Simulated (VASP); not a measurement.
Calculation: PBEsol GGA, VASP's PBE PAW potentials (set 64) (plane waves; VASP).

A VASP calculation is set up with these files.

**INCAR**
```
ALGO  =  Normal
DIPOL  =  0.5 0.5 0.5
EDIFF  =  1E-6
ENCUT  =  450
GGA  =  PS
IDIPOL  =  3
ISMEAR  =  0
LASPH  =  .TRUE.
LCHARG  =  .FALSE.
LDIPOL  =  .TRUE.
LMAXMIX  =  4
LORBIT  =  11
LREAL  =  .FALSE.
LVHAR  =  .TRUE.
LWAVE  =  .FALSE.
NELM  =  100
NELMIN  =  4
PREC  =  Normal
SIGMA  =  0.05
SYSTEM  =  GaN(100) slab
```

File KPOINTS:
```
Automatic
0
Gamma
 4 6 1
0 0 0
```

**POSCAR**
```
GaN(100) slab
1.0
  5.1800056342   0.0000000000   0.0000000000
  0.0000000000   3.1820442646   0.0000000000
  0.0000000000   0.0000000000  25.9855151104
Ga N
8 8
Direct
  0.0274363218   0.0000000000   0.6661266290
  0.4925108755   0.5000000000   0.6455805377
  0.0009796409   0.5000000000   0.5688458810
  0.4963884247   0.0000000000   0.5364852747
  0.9963884247   0.0000000000   0.4635147253
  0.5009796409   0.5000000000   0.4311541190
  0.9925108755   0.5000000000   0.3544194623
  0.5274363218   0.0000000000   0.3338733710
  0.3732405926   0.0000000000   0.6764020118
  0.8680727772   0.5000000000   0.6421235851
  0.3755096621   0.5000000000   0.5709624236
  0.8738617052   0.0000000000   0.5352633576
  0.3738617052   0.0000000000   0.4647366424
  0.8755096621   0.5000000000   0.4290375764
  0.3680727772   0.5000000000   0.3578764149
  0.8732405926   0.0000000000   0.3235979882
```

POTCAR, in this order: Ga_d N (PBE.64 set). Program: vasp_std. Read from the step before: WAVECAR.

Output

### OSZICAR
```
       N       E                     dE             d eps       ncg     rms          rms(c)
DAV:   1    -0.101421783828E+03   -0.10142E+03   -0.39582E-05  2798   0.114E-01    0.483E-03
DAV:   2    -0.101421783431E+03    0.39749E-06   -0.17799E-05  2582   0.618E-02    0.335E-03
DAV:   3    -0.101421783385E+03    0.45526E-07   -0.70183E-06  2428   0.142E-02    0.209E-03
DAV:   4    -0.101421783273E+03    0.11155E-06   -0.70122E-07  1330   0.131E-02
   1 F= -.10142178E+03 E0= -.10142178E+03  d E =-.331006E-12
```

### OUTCAR
```
------------------------ aborting loop because EDIFF is reached ----------------------------------------
  FORCE on cell =-STRESS in cart. coord.  units (eV):
  Direction    XX          YY          ZZ          XY          YZ          ZX
  --------------------------------------------------------------------------------------
  Total        1.5722059      2.5121374     -1.4695690      0.0000000      0.0000000      0.0000000
  in kB        5.8810143      9.3969344     -5.4970894      0.0000000      0.0000000      0.0000000
  external PRESSURE =       3.2602864 kB  Pullay stress =       0.0000000 kB
  volume of cell :      428.32
      direct lattice vectors                 reciprocal lattice vectors
     5.180005634  0.000000000  0.000000000     0.193049983  0.000000000  0.000000000
     0.000000000  3.182044265  0.000000000     0.000000000  0.314263384  0.000000000
     0.000000000  0.000000000 25.985515110     0.000000000  0.000000000  0.038482978
 POSITION                                       TOTAL-FORCE (eV/Angst)
 -----------------------------------------------------------------------------------
      0.14212      0.00000     17.30964         0.020460      0.000000     -0.005503
      2.55121      1.59102     16.77574         0.004862      0.000000     -0.009406
      0.00507      1.59102     14.78175        -0.004284      0.000000      0.008165
      2.57129      0.00000     13.94085        -0.011053      0.000000     -0.001633
      5.16130      0.00000     12.04467        -0.011053      0.000000      0.001633
      2.59508      1.59102     11.20376        -0.004284      0.000000     -0.008165
      5.14121      1.59102      9.20977         0.004862      0.000000      0.009406
      2.73212      0.00000      8.67587         0.020460      0.000000      0.005503
      1.93339      0.00000     17.57665        -0.003648      0.000000     -0.019296
      4.49662      1.59102     16.68591         0.005922      0.000000     -0.000301
      1.94514      1.59102     14.83675        -0.005198      0.000000     -0.006173
      4.52661      0.00000     13.90909        -0.007061      0.000000      0.003950
      1.93661      0.00000     12.07642        -0.007061      0.000000     -0.003950
      4.53514      1.59102     11.14876        -0.005198      0.000000      0.006173
      1.90662      1.59102      9.29960         0.005922      0.000000      0.000301
      4.52339      0.00000      8.40886        -0.003648      0.000000      0.019296
 -----------------------------------------------------------------------------------
    total drift:                                0.011397      0.000000     -0.000115
  FREE ENERGIE OF THE ION-ELECTRON SYSTEM (eV)
  ---------------------------------------------------
  free  energy   TOTEN  =      -101.4217832735 eV

  energy  without entropy=     -101.4217832735  energy(sigma->0) =     -101.42178327

 total charge

# of ion       s       p       d       tot
------------------------------------------
    1        0.859   0.900  10.162  11.922
    2        0.795   0.922  10.199  11.916
    3        0.793   0.904  10.178  11.875
    4        0.792   0.911  10.184  11.887
    5        0.792   0.911  10.184  11.887
    6        0.793   0.904  10.178  11.875
    7        0.795   0.922  10.199  11.916
    8        0.859   0.900  10.162  11.922
    9        1.238   2.462   0.000   3.701
   10        1.230   2.487   0.000   3.717
   11        1.226   2.486   0.000   3.713
   12        1.224   2.496   0.000   3.720
   13        1.224   2.496   0.000   3.720
   14        1.226   2.486   0.000   3.713
   15        1.230   2.487   0.000   3.717
   16        1.238   2.462   0.000   3.701
--------------------------------------------------
tot         16.319  27.138  81.446 124.902
```
(Selected blocks of OUTCAR.)

At this cut-off the stress carries a Pulay error, which pulls relaxed volumes low.

The cell is a thin slab with vacuum, built from GaN (wurtzite): (100) face.
